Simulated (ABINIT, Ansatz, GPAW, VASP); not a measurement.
# TiAl (P1, 2 atoms in the cell) computed with different codes at matched settings

Self-consistent single point.

```
TiAl
1.0
    2.83000     0.00000     0.00000
    0.00000     2.83000     0.00000
    0.00000     0.00000     4.07000
Ti Al
1 1
Cartesian
  0.01052  -0.04350   0.04824
  1.40448   1.45850   1.98676
```

Shared settings, as Ansatz (a first-principles code) writes them: kpoints.mp_grid.grid = 8 8 6; scf.occupations.method = fermi_dirac; scf.occupations.width = 0.136 eV. Potentials and cutoffs stand in the table.

| code | model | pressure (GPa) | largest force (eV/Å) | cutoff |
|---|---|---|---|---|
| Ansatz | LDA (PW92), default PAW files made with PBE | -6.36 | 0.620 | default |
| GPAW | LDA (Perdew-Wang 92), GPAW PAW datasets LDA (gpaw-data 1.0.1) | -6.11 | 0.626 | 800 eV |
| VASP | LDA (PZ), VASP's LDA PAW potentials (set 64) | -6.45 | 0.626 | 300 eV |
| ABINIT | LDA (PW92), norm-conserving pseudopotentials (PseudoDojo nc-sr-04 LDA standard) | -6.53 | 0.619 | 42 Ha |

On Ansatz's run: spin polarisation is off.

The spread over the programs that give each value: pressure within 0.42 GPa; largest force within 0.007 eV/Å.

Ansatz's pressure is given at a fixed set of plane waves, as the other plane-wave codes print theirs; with its correction for the finite basis it is -6.31 GPa. The same LDA comes in different parametrisations, which differ slightly.

VASP's run is marked for a possible Pulay error in its stress at this cutoff; no cutoff test was made.

The starting cell has typed, rounded lattice constants, without a prior relaxation at this level. Its atoms were displaced at random from the sites of space group no. 123.

Left out of this page: Quantum ESPRESSO, CP2K, Elk and SIESTA (not drawn, or without a comparable value).

Keys are those of Ansatz 0.2.
